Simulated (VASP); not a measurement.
HfZrSe3: single point with PBE

The system is HfZrSe3.

```
CELL_PARAMETERS angstrom
3.24149 1.87148 6.47939
-3.24149 1.87148 6.47939
0.00000 -3.74295 6.47939
ATOMIC_POSITIONS crystal
Zr 0.00000 0.00000 0.00000
Zr 0.50000 0.50000 0.50000
Hf 0.66411 0.66411 0.66411
Hf 0.33589 0.33589 0.33589
Se 0.07682 0.42184 0.75642
Se 0.42184 0.75642 0.07682
Se 0.75642 0.07682 0.42184
Se 0.92318 0.57816 0.24358
Se 0.57816 0.24358 0.92318
Se 0.24358 0.92318 0.57816
```

The cell was built by a generator and needn't be a form met in nature.

- Program: VASP 6.6.1
- Task: single point
- Functional: PBE
- Potentials or basis: VASP PAW PBE potentials, release 64 (Zr_sv, Hf_pv, Se)
- Cutoff: 520 eV
- k mesh: 4 × 4 × 4
- Occupations: gaussian, width 0.15 eV
- Spin: no spin polarisation

```
Pressure               : -0.1 GPa
Largest force          : 0.037 eV/Å
Band gap on the k mesh : none (metal or under the smearing width)
```

Forces on the atoms (eV/Å):
```
Zr   0.000  0.000  0.000
Zr   0.000  0.000  0.000
Hf   0.000  0.000 -0.027
Hf   0.000  0.000  0.027
Se   0.009 -0.036 -0.001
Se  -0.036  0.010 -0.001
Se   0.027  0.026 -0.001
Se  -0.009  0.036  0.001
Se   0.036 -0.010  0.001
Se  -0.027 -0.026  0.001
```

Stress tensor (GPa, compression positive):
```
 0.01  0.00  0.00
 0.00  0.01  0.00
 0.00  0.00 -0.17
```

Levels at points of the mesh, in eV from the Fermi level:
```tsv
k point	band 38	band 39	band 40	band 41	band 42	band 43
(0.00, 0.00, 0.00)	-1.25	-0.94	0.00	0.00	0.56	0.56
(0.50, 0.00, 0.00)	-2.17	-0.70	-0.64	0.49	0.62	0.87
(0.50, 0.50, 0.00)	-2.37	-1.10	-0.18	0.20	0.62	0.69
(0.50, 0.50, 0.50)	-1.87	0.37	0.66	0.66	0.70	0.71
```

Wall time 4.5 min on 1 thread of Intel(R) Xeon(R) Platinum 8488C (Sapphire Rapids), on a shared host, peak memory 0.32 GiB.

Spin-orbit coupling is left out, which matters for the levels of Hf.
